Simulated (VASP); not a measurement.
The input files of a VASP run:

**INCAR**
```
SYSTEM = YP
PREC = Accurate
ENCUT = 400
EDIFF = 1E-6
NELM = 100
ALGO = Normal
LREAL = .FALSE.
LASPH = .TRUE.
ISMEAR = 0
SIGMA = 0.05
GGA = PE
LMAXMIX = 4
LWAVE = .FALSE.
LCHARG = .FALSE.
ISIF = 2
```

POSCAR:
```
YP
1
   -2.1735420000     3.7646850000     0.0000000000
    4.3470840000     0.0000000000     0.0000000000
    0.0000000000     0.0000000000     7.1195200000
Y P
2 2
Direct
  0.3333330000   0.6666670000   0.0000000000
  0.6666670000   0.3333330000   0.5000000000
  0.3333330000   0.6666670000   0.6252000000
  0.6666670000   0.3333330000   0.1252000000
```

**KPOINTS**
```
Automatic mesh
0
Gamma
5 5 3
0 0 0
```

POTCAR, in this order: Y_sv P (PBE.64 set). Program: vasp_std.

Output

standard output:
```
 -----------------------------------------------------------------------------
|                                                                             |
|     EEEEEEE  RRRRRR   RRRRRR   OOOOOOO  RRRRRR      ###     ###     ###     |
|     E        R     R  R     R  O     O  R     R     ###     ###     ###     |
|     E        R     R  R     R  O     O  R     R     ###     ###     ###     |
|     EEEEE    RRRRRR   RRRRRR   O     O  RRRRRR       #       #       #      |
|     E        R   R    R   R    O     O  R   R                               |
|     E        R    R   R    R   O     O  R    R      ###     ###     ###     |
|     EEEEEEE  R     R  R     R  OOOOOOO  R     R     ###     ###     ###     |
|                                                                             |
|     ERROR: the triple product of the basis vectors is negative exchange     |
|     two basis vectors                                                       |
|                                                                             |
|       ---->  I REFUSE TO CONTINUE WITH THIS SICK JOB ... BYE!!! <----       |
|                                                                             |
 -----------------------------------------------------------------------------
```

Read the log: what went wrong, and how is it fixed?

The cause: the lattice vectors form a left-handed set. VASP stops with an error: ERROR: the triple product of the basis vectors is negative exchange two basis vectors ----> I REFUSE TO CONTINUE WITH THIS SICK JOB ... BYE!!! <---- To mend it, correct POSCAR.
### POSCAR
```
YP
1
    4.3470840000     0.0000000000     0.0000000000
   -2.1735420000     3.7646850000     0.0000000000
    0.0000000000     0.0000000000     7.1195200000
Y P
2 2
Direct
  0.6666670000   0.3333330000   0.0000000000
  0.3333330000   0.6666670000   0.5000000000
  0.6666670000   0.3333330000   0.6252000000
  0.3333330000   0.6666670000   0.1252000000
```
The mended run (PBE GGA, plane waves, VASP's PBE PAW potentials (set 64)) converges, and its OSZICAR ends with
```
   1 F= -.28176177E+02 E0= -.28176177E+02  d E =-.324991E-13
```

The structure was generated: YP was put into the wurtzite type (P6_3mc), which need not be its known phase. The cell was not relaxed at this level.
